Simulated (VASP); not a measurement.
# TcPd: structure and properties in VASP, part 2 of 4

What structure does TcPd take at this level, and what are its properties? The cell is invented: it takes the structure of a Materials Project entry for TcPt (space group 166 there), with some of its atoms replaced by other elements, volume scaled by an estimate. It may not be a known or stable phase.

VASP 6.6.1; RPBE; plane waves and PAW (Pd, Tc_pv); invented cell.

Still holding for the runs below: This run has no spin polarisation. Its electron count is odd, so without a moment it is a metal by construction. The k-mesh is coarse for a metal.

So far. Step 2 (Relaxing cell and atoms (RPBE)): It ends with forces that vanish by symmetry and a pressure of 0.02 GPa. The relaxed cell has a = 2.734, c = 13.777 Å (conventional setting).

## Step 3: Single point with fields (RPBE)

The relaxed cell gets a fresh self-consistent run, on a basis set for its own volume, to fix the density and to check the remaining stress.

INCAR

```
SYSTEM = TcPd
PREC = Accurate
ENCUT = 400
EDIFF = 1E-06
NELM = 100
ISMEAR = -1
SIGMA = 0.05
LREAL = .FALSE.
ALGO = Normal
GGA = RP
LORBIT = 11
LWAVE = .FALSE.
LCHARG = .TRUE.
ISIF = 2
LELF = .TRUE.
LVHAR = .TRUE.
```

POSCAR

```
TcPd
1.0
    1.3668886981      0.7891735332      4.5922312875
   -1.3668886981      0.7891735332      4.5922312875
    0.0000000000     -1.5783470663      4.5922312875
Pd Tc
1 1
Direct
    0.0000000000      0.0000000000      0.0000000000
    0.5000000000      0.5000000000      0.5000000000
```

KPOINTS

```
Automatic mesh
0
Gamma
8 8 8
0 0 0
```

PAW data sets: Pd and Tc_pv (PBE family, release 64).

The run is started by

```bash
$ mpirun -np 1 vasp_std
```

The log of the run:

```text
[banner, memory and clock lines left out]
running    1 mpi-ranks, on    1 nodes
 distrk:  each k-point on    1 cores,    1 groups
 distr:  one band on    1 cores,    1 groups

 POSCAR found type information on POSCAR PdTc
 POSCAR found :  2 types and       2 ions
 [... a notice as in an earlier step ...]

 LDA part: xc-table for (Slater+PW92), standard interpolation
 POSCAR, INCAR and KPOINTS ok, starting setup
 FFT: planning ... GRIDC
 FFT: planning ... GRID_SOFT
 FFT: planning ... GRID
 WAVECAR not read
 entering main loop
       N       E                     dE             d eps       ncg     rms          rms(c)
DAV:   1     0.174102891598E+03    0.17410E+03   -0.11431E+04  2077   0.120E+03
DAV:   2    -0.121628983105E+02   -0.18627E+03   -0.18337E+03  2356   0.345E+02
DAV:   3    -0.151489789758E+02   -0.29861E+01   -0.29715E+01  2034   0.533E+01
DAV:   4    -0.151703215488E+02   -0.21343E-01   -0.21334E-01  2140   0.450E+00
DAV:   5    -0.151706341286E+02   -0.31258E-03   -0.31257E-03  2084   0.532E-01    0.159E+01
DAV:   6    -0.142159515308E+02    0.95468E+00   -0.29251E+00  1964   0.167E+01    0.529E+00
DAV:   7    -0.141479703282E+02    0.67981E-01   -0.28463E-01  2153   0.458E+00    0.169E+00
DAV:   8    -0.141502185068E+02   -0.22482E-02   -0.14990E-01  2111   0.320E+00    0.175E+00
DAV:   9    -0.141364811471E+02    0.13737E-01   -0.47990E-02  2090   0.195E+00    0.180E-01
DAV:  10    -0.141360609711E+02    0.42018E-03   -0.19963E-03  2090   0.348E-01    0.583E-02
DAV:  11    -0.141360719506E+02   -0.10980E-04   -0.11212E-04  1985   0.111E-01    0.946E-03
DAV:  12    -0.141360734302E+02   -0.14796E-05   -0.48159E-06  2067   0.203E-02    0.502E-03
DAV:  13    -0.141360723496E+02    0.10806E-05   -0.61246E-07  1031   0.803E-03    0.615E-04
DAV:  14    -0.141360723212E+02    0.28367E-07   -0.33630E-08   989   0.170E-03
   1 F= -.14136072E+02 E0= -.14127691E+02  d E =-.167628E-01
```

Run time: 67 s. Hardware: 1 MPI rank of AMD EPYC 7R43, shared host; peak memory 0.15 GiB.

From OUTCAR (step 3):

```text
  LATTYP: Found a trigonal (rhomboedric) cell.
 ALAT       =     4.8559003054
 COS(alpha) =     0.8415264535

The static configuration has the point symmetry D_3d.

 Found     65 irreducible k-points:

   ENCUT  =  400.0 eV  29.40 Ry    5.42 a.u.   7.92  7.92  7.92*2*pi/ulx,y,z

   NELECT =      23.0000    total number of electrons

 E-fermi :  11.3822

 k-point     1 :       0.0000    0.0000    0.0000
  band No.  band energies     occupation
    ...
      8       8.4037      2.00000
      9       8.8859      2.00000
     10       8.8859      2.00000
     11      10.5999      2.00000
     12      10.5999      2.00000
     13      11.7993      0.00048
     14      12.8572      0.00000
     15      12.8572      0.00000

 k-point     2 :       0.1250   -0.0000   -0.0000
  band No.  band energies     occupation
    ...
      9       8.6704      2.00000
     10       9.0084      2.00000
     11      10.0164      2.00000
     12      10.6879      2.00000
     13      10.9006      1.99987
     14      12.6676      0.00000
     15      14.6817      0.00000

  Total       -0.0024151     -0.0024151      0.0118980      0.0000000      0.0000000     -0.0000000
  in kB       -0.1301846     -0.1301846      0.6413603      0.0000000      0.0000000     -0.0000000
  external PRESSURE =       0.1269970 kB  Pullay stress =       0.0000000 kB

 POSITION                                       TOTAL-FORCE (eV/Angst)
 -----------------------------------------------------------------------------------
      0.00000      0.00000      0.00000         0.000000     -0.000000     -0.000000
      0.00000      0.00000      6.88835         0.000000      0.000000      0.000000
 -----------------------------------------------------------------------------------
    total drift:                               -0.000000      0.000000      0.000000

  FREE ENERGIE OF THE ION-ELECTRON SYSTEM (eV)
  ---------------------------------------------------
  free  energy   TOTEN  =       -14.1360723212 eV

  energy  without entropy=      -14.1193095125  energy(sigma->0) =      -14.12769092

[... 5 parts as in an earlier step ...]

[... 7 further parts left out ...]
```

Numbers from this step:

```yaml
scf_cycles: 14
pressure: 0.01270 GPa
```

Valence electrons inside each PAW sphere by angular momentum. Sphere charges, by row:

| atom | s (e) | p (e) | d (e) | tot (e) |
| --- | --- | --- | --- | --- |
| Pd1 | 0.539 | 0.595 | 8.441 | 9.575 |
| Tc2 | 0.441 | 6.395 | 5.001 | 11.84 |

ELF in the ac plane of the conventional cell at fractional y = 0.000, with atoms of Pd and Tc within 0.2 Å of it. It is the smooth field of the valence electrons, not physical close to the nuclei.

Values, 24 rows by 14 columns, each cell a mean:
```
0.03 0.05 0.09 0.18 0.26 0.25 0.23 0.23 0.23 0.26 0.25 0.16 0.08 0.05
0.23 0.24 0.26 0.28 0.27 0.25 0.24 0.24 0.24 0.25 0.27 0.28 0.26 0.24
0.34 0.33 0.30 0.27 0.24 0.23 0.23 0.23 0.23 0.23 0.24 0.28 0.31 0.33
0.36 0.34 0.29 0.27 0.29 0.34 0.39 0.40 0.38 0.33 0.28 0.27 0.30 0.35
0.35 0.33 0.29 0.26 0.27 0.30 0.32 0.34 0.32 0.29 0.26 0.27 0.30 0.33
0.27 0.26 0.25 0.24 0.24 0.24 0.25 0.25 0.25 0.24 0.24 0.24 0.25 0.26
0.19 0.20 0.21 0.22 0.24 0.26 0.27 0.28 0.27 0.26 0.23 0.22 0.21 0.20
0.21 0.21 0.21 0.23 0.27 0.27 0.25 0.24 0.25 0.27 0.26 0.22 0.21 0.21
0.25 0.25 0.23 0.24 0.26 0.27 0.27 0.27 0.27 0.27 0.25 0.23 0.24 0.25
0.26 0.26 0.26 0.25 0.25 0.25 0.25 0.26 0.25 0.25 0.25 0.25 0.26 0.26
0.42 0.41 0.37 0.29 0.24 0.24 0.28 0.30 0.27 0.24 0.25 0.31 0.38 0.42
0.15 0.25 0.45 0.51 0.39 0.29 0.29 0.31 0.29 0.30 0.42 0.52 0.41 0.21
0.28 0.36 0.47 0.46 0.34 0.27 0.29 0.31 0.28 0.28 0.37 0.48 0.45 0.34
0.37 0.35 0.30 0.26 0.23 0.25 0.27 0.29 0.27 0.24 0.23 0.27 0.31 0.35
0.26 0.26 0.26 0.25 0.25 0.26 0.26 0.26 0.26 0.26 0.25 0.25 0.26 0.26
0.24 0.23 0.22 0.24 0.27 0.27 0.27 0.26 0.27 0.27 0.26 0.23 0.22 0.24
0.20 0.20 0.20 0.22 0.26 0.27 0.26 0.25 0.26 0.27 0.25 0.22 0.20 0.20
0.21 0.21 0.22 0.23 0.24 0.26 0.27 0.28 0.27 0.26 0.24 0.23 0.22 0.21
0.30 0.29 0.26 0.24 0.23 0.23 0.24 0.24 0.24 0.23 0.23 0.25 0.27 0.29
0.36 0.33 0.29 0.27 0.29 0.34 0.37 0.39 0.37 0.33 0.29 0.28 0.30 0.34
0.37 0.34 0.30 0.26 0.27 0.30 0.34 0.35 0.33 0.29 0.26 0.27 0.30 0.35
0.31 0.31 0.30 0.28 0.25 0.23 0.22 0.21 0.22 0.23 0.26 0.28 0.30 0.31
0.17 0.20 0.23 0.27 0.27 0.25 0.24 0.24 0.24 0.25 0.27 0.26 0.22 0.19
0.01 0.02 0.05 0.15 0.25 0.26 0.23 0.22 0.23 0.27 0.23 0.12 0.04 0.01
```
Columns run along a (2.7 Å), rows up along c (13.8 Å), edges of the conventional cell, whose origin can differ from the input's. Atoms in or near the plane, at fractional coordinates: Pd at (0.00, 0.00), Tc at (0.00, 0.50).

Valence density in the ac plane of the conventional cell at fractional y = 0.000, with atoms of Pd and Tc within 0.2 Å of it. It is the smooth field of the valence electrons, not physical close to the nuclei.

Values in e/Å³, 24 rows by 14 columns, each cell a mean:
```
4.0 3.5 2.7 1.7 0.9 0.5 0.3 0.3 0.3 0.5 1.0 1.9 2.8 3.7
0.8 0.8 0.6 0.5 0.3 0.3 0.2 0.2 0.2 0.3 0.4 0.5 0.7 0.8
0.3 0.3 0.3 0.3 0.3 0.4 0.4 0.4 0.4 0.4 0.3 0.3 0.3 0.3
0.3 0.3 0.4 0.5 0.7 0.9 1.2 1.3 1.2 0.9 0.6 0.4 0.3 0.3
0.3 0.3 0.3 0.4 0.6 0.8 1.0 1.1 0.9 0.7 0.5 0.4 0.3 0.3
0.2 0.2 0.2 0.2 0.3 0.3 0.4 0.4 0.3 0.3 0.3 0.2 0.2 0.2
0.2 0.2 0.2 0.2 0.3 0.4 0.4 0.5 0.4 0.4 0.3 0.2 0.2 0.2
0.2 0.2 0.3 0.4 0.6 0.8 1.0 1.1 1.0 0.7 0.5 0.4 0.3 0.2
0.2 0.2 0.3 0.4 0.5 0.7 0.8 0.9 0.8 0.6 0.5 0.3 0.3 0.2
0.3 0.3 0.3 0.3 0.3 0.3 0.3 0.3 0.3 0.3 0.3 0.3 0.3 0.3
2.1 1.8 1.3 0.8 0.5 0.3 0.3 0.3 0.3 0.3 0.5 0.9 1.4 1.9
5.5 5.4 4.7 2.9 1.3 0.6 0.4 0.4 0.4 0.7 1.6 3.4 4.9 5.5
5.0 4.7 3.8 2.2 1.0 0.5 0.4 0.3 0.4 0.6 1.3 2.6 4.0 4.8
1.1 1.0 0.7 0.5 0.3 0.3 0.3 0.2 0.3 0.3 0.4 0.5 0.8 1.0
0.2 0.3 0.3 0.3 0.3 0.4 0.4 0.4 0.4 0.4 0.3 0.3 0.3 0.2
0.2 0.2 0.3 0.4 0.6 0.8 1.0 1.1 1.0 0.8 0.5 0.4 0.3 0.2
0.2 0.2 0.3 0.4 0.5 0.7 0.8 0.9 0.8 0.6 0.5 0.3 0.2 0.2
0.2 0.2 0.2 0.2 0.3 0.3 0.4 0.4 0.3 0.3 0.3 0.2 0.2 0.2
0.2 0.2 0.2 0.3 0.3 0.4 0.4 0.5 0.4 0.4 0.3 0.3 0.2 0.2
0.3 0.3 0.3 0.5 0.7 0.9 1.2 1.3 1.2 0.9 0.6 0.4 0.3 0.3
0.3 0.3 0.3 0.4 0.6 0.8 1.0 1.1 0.9 0.7 0.5 0.4 0.3 0.3
0.3 0.3 0.3 0.3 0.3 0.3 0.3 0.3 0.3 0.3 0.3 0.3 0.3 0.3
1.5 1.3 1.0 0.7 0.4 0.3 0.2 0.2 0.3 0.3 0.5 0.8 1.1 1.4
5.0 4.4 3.3 2.0 1.0 0.5 0.3 0.3 0.4 0.6 1.3 2.3 3.5 4.6
```
Columns run along a (2.7 Å), rows up along c (13.8 Å), edges of the conventional cell, whose origin can differ from the input's. Atoms in or near the plane, at fractional coordinates: Pd at (0.00, 0.00), Tc at (0.00, 0.50).

Electrostatic potential energy in the ac plane of the conventional cell at fractional y = 0.000, with atoms of Pd and Tc within 0.2 Å of it. With pseudopotentials it is smooth inside the atoms' cores, unlike the true potential.

Values in eV, 24 rows by 14 columns, each cell a mean:
```
-60 -58 -52 -38 -20  -7  -1   0  -1  -9 -25 -43 -54 -59
-19 -17 -12  -6  -2   0   1   1   0   0  -3  -8 -13 -17
  1   1   0  -1  -3  -5  -8  -9  -7  -5  -2  -1   0   1
  0   0  -2  -6 -16 -24 -30 -32 -29 -23 -13  -5  -1   0
  1   0  -1  -4 -12 -20 -25 -27 -24 -18 -10  -3  -1   0
  2   2   2   1  -1  -2  -3  -4  -3  -2   0   1   2   2
  2   2   2   1  -1  -3  -5  -6  -5  -2   0   1   2   2
  2   1   0  -3 -11 -19 -25 -28 -24 -18  -9  -2   0   1
  2   1   0  -2  -8 -15 -20 -22 -19 -13  -6  -1   0   1
 -1  -1  -1   0   0  -1  -1  -1  -1  -1   0  -1  -1  -1
-36 -33 -27 -18  -8  -2   0   0   0  -3 -11 -21 -29 -34
-62 -61 -57 -46 -30 -14  -4  -2  -5 -17 -34 -49 -59 -62
-59 -57 -52 -41 -25 -10  -3  -2  -3 -13 -29 -44 -53 -58
-22 -20 -16  -9  -4  -1   0   1   0  -1  -5 -11 -17 -21
  1   1   0   0  -1  -3  -4  -5  -4  -2  -1   0   0   1
  1   1   0  -3 -11 -19 -25 -27 -24 -18  -9  -2   0   1
  2   1   1  -2  -8 -15 -20 -22 -19 -14  -6  -1   1   2
  2   2   2   1   0  -1  -2  -2  -2  -1   0   2   2   2
  2   2   1   0  -3  -5  -8  -9  -8  -5  -2   0   1   2
  0   0  -2  -6 -16 -24 -30 -32 -29 -23 -13  -5  -1   0
  1   0  -1  -5 -12 -20 -25 -26 -24 -18 -10  -3  -1   0
  0   0   0  -1  -1  -2  -3  -3  -3  -2  -1   0   0   0
-34 -31 -24 -14  -5  -1   1   1   0  -1  -7 -17 -25 -32
-62 -62 -59 -45 -26  -9  -1   0  -2 -12 -31 -50 -60 -62
```
Columns run along a (2.7 Å; values clipped at the 3rd and 97th percentile), rows up along c (13.8 Å), edges of the conventional cell, whose origin can differ from the input's. Atoms in or near the plane, at fractional coordinates: Pd at (0.00, 0.00), Tc at (0.00, 0.50).

In this run the pressure is 0.01 GPa, small enough to go on.

## Step 4: Band structure (RPBE)

Levels along the symmetry lines show where the bands peak and cross; KPOINTS_OPT computes them in the converged potential.

Edit INCAR of step 3 so:

```diff
@@ -12,5 +12,2 @@
 LWAVE = .FALSE.
-LCHARG = .TRUE.
-ISIF = 2
-LELF = .TRUE.
-LVHAR = .TRUE.
+LCHARG = .FALSE.
```

POSCAR is that of step 3.

KPOINTS is that of step 3.

KPOINTS_OPT

```
Line mode
16
Line-mode
Reciprocal
  0.00000000   0.00000000   0.00000000 GAMMA
  0.50000000   0.00000000   0.00000000 L

  0.50000000   0.00000000   0.00000000 L
  0.50000000   0.18635488  -0.18635488 B1

  0.81364512   0.50000000   0.18635488 B
  0.50000000   0.50000000   0.50000000 Z

  0.50000000   0.50000000   0.50000000 Z
  0.00000000   0.00000000   0.00000000 GAMMA

  0.00000000   0.00000000   0.00000000 GAMMA
  0.34317744   0.00000000  -0.34317744 X

  0.65682256   0.34317744   0.00000000 Q
  0.50000000   0.50000000   0.00000000 F

  0.50000000   0.50000000   0.00000000 F
  0.65682256   0.65682256   0.18635488 P1

  0.65682256   0.65682256   0.18635488 P1
  0.50000000   0.50000000   0.50000000 Z

  0.50000000   0.00000000   0.00000000 L
  0.81364512   0.34317744   0.34317744 P
```

The run is started by

```bash
$ mpirun -np 1 vasp_std
```

The log of the run:

```text
[... set-up lines as in an earlier step ...]
 entering main loop
       N       E                     dE             d eps       ncg     rms          rms(c)
[... 14 cycles as in an earlier step ...]
   1 F= -.14136072E+02 E0= -.14127691E+02  d E =-.167628E-01
 Start KPOINTS_OPT (optional k-point list driver)
k-point batch [1-65\144]
       N       E                     dE             ncg
DAV:   1     0.948282275997E+04   -0.25392E+05     2126
DAV:   2    -0.188789525689E+04   -0.11371E+05     2412
DAV:   3    -0.205834975389E+04   -0.17045E+03     2020
DAV:   4    -0.205981998422E+04   -0.14702E+01     2146
DAV:   5    -0.205984162513E+04   -0.21641E-01     2027
DAV:   6    -0.205984224100E+04   -0.61587E-03     2403
DAV:   7    -0.205984225429E+04   -0.13296E-04     1612
DAV:   8    -0.205984225479E+04   -0.49325E-06     1031
[...]
k-point batch [131-144\144]
       N       E                     dE             ncg
DAV:   1     0.421278331813E+05   -0.10882E+05      452
DAV:   2     0.396387690138E+05   -0.24891E+04      518
DAV:   3     0.395995545386E+05   -0.39214E+02      448
DAV:   4     0.395992778353E+05   -0.27670E+00      455
DAV:   5     0.395992735026E+05   -0.43327E-02      441
DAV:   6     0.395992733877E+05   -0.11499E-03      508
DAV:   7     0.395992733845E+05   -0.31609E-05      351
DAV:   8     0.395992733844E+05   -0.13444E-06      224
```

Wall time 1.8 min (1 MPI rank); peak memory 0.15 GiB.

From OUTCAR (step 4):

```text
The static configuration has the point symmetry D_3d.

 Found     65 irreducible k-points:

   NELECT =      23.0000    total number of electrons

 E-fermi :  11.3822

[... 20 parts as in an earlier step ...]
```

Spin-orbit coupling is off here; it would split degenerate levels.

The electronic bands at the labelled points (eV, zero at the Fermi level; # counts the bands kept):

| point | #6 | #7 | #8 | #9 | #10 |
| --- | --- | --- | --- | --- | --- |
| Γ | -2.50 | -2.50 | -0.78 | -0.78 | 0.42 |
| 0.53 of the way | -2.33 | -2.05 | -1.88 | -0.76 | 0.69 |
| L | -2.31 | -1.56 | -0.43 | 0.01 | 2.84 |
| 0.53 of the way | -3.26 | -1.48 | -0.36 | 0.38 | 0.64 |
| B1 | -1.88 | -1.23 | -0.87 | -0.02 | 1.17 |
| jump to B | -1.88 | -1.23 | -0.87 | -0.02 | 1.17 |
| 0.47 of the way | -2.60 | -1.94 | -1.09 | -0.25 | 1.24 |
| Z | -2.49 | -1.78 | -1.78 | -1.46 | -1.46 |
| 0.47 of the way | -2.22 | -2.22 | -1.28 | -1.04 | -1.04 |
| Γ | -2.50 | -2.50 | -0.78 | -0.78 | 0.42 |
| 0.53 of the way | -2.82 | -1.59 | -1.58 | -1.25 | 0.69 |
| X | -1.95 | -1.20 | -0.82 | -0.08 | 1.07 |
| jump to Q | -1.95 | -1.20 | -0.82 | -0.08 | 1.07 |
| 0.53 of the way | -1.75 | 0.01 | 0.07 | 0.44 | 1.56 |
| F | -0.44 | 0.15 | 0.82 | 1.21 | 1.72 |
| 0.53 of the way | -0.45 | -0.35 | 0.89 | 1.13 | 1.97 |
| P1 | -0.99 | -0.47 | 0.47 | 0.92 | 2.59 |
| 0.47 of the way | -2.34 | -1.92 | -1.51 | 0.02 | 0.33 |
| Z | -2.49 | -1.78 | -1.78 | -1.46 | -1.46 |
| jump to L | -2.31 | -1.56 | -0.43 | 0.01 | 2.84 |
| 0.47 of the way | -2.29 | -0.98 | -0.44 | 0.30 | 2.83 |
| P | -0.99 | -0.47 | 0.47 | 0.92 | 2.59 |

Of the projections kept (Pd, Tc), the largest for each band there; the rest of the weight can lie on other orbitals:

| point | #6 | #7 | #8 | #9 | #10 |
| --- | --- | --- | --- | --- | --- |
| Γ | Pd 0.62 | Pd 0.62 | Tc 0.66 | Tc 0.66 | Pd 0.55 |
| L | Pd 0.99 | Tc 0.77 | Pd 1.00 | Tc 0.98 | Tc 1.00 |
| B1 | Tc 0.91 | Tc 0.63 | Tc 0.73 | Pd 0.60 | Tc 0.76 |
| B | Tc 0.91 | Tc 0.63 | Tc 0.73 | Pd 0.60 | Tc 0.76 |
| Z | Tc 0.82 | Pd 1.00 | Pd 1.00 | Tc 1.00 | Tc 1.00 |
| Γ | Pd 0.62 | Pd 0.62 | Tc 0.66 | Tc 0.66 | Pd 0.55 |

There is no gap at this level.

[end of part 2 of 4]

[Lines on the potential files, build, host, timing and source positions are cut from VASP's logs without a mark.]

[Logs are printed without paths, hosts, clocks, repeated set-up lines and the standing remarks that a program may print on its own settings, such as how far it seeks lower states.]

[Hosts, paths, dates, database ids (printed as entryN), source tags and the programs' standing remarks are cut or masked in the printed files.]

[A measured line is paired with the nearest computed mode of its activity, which favours agreement.]
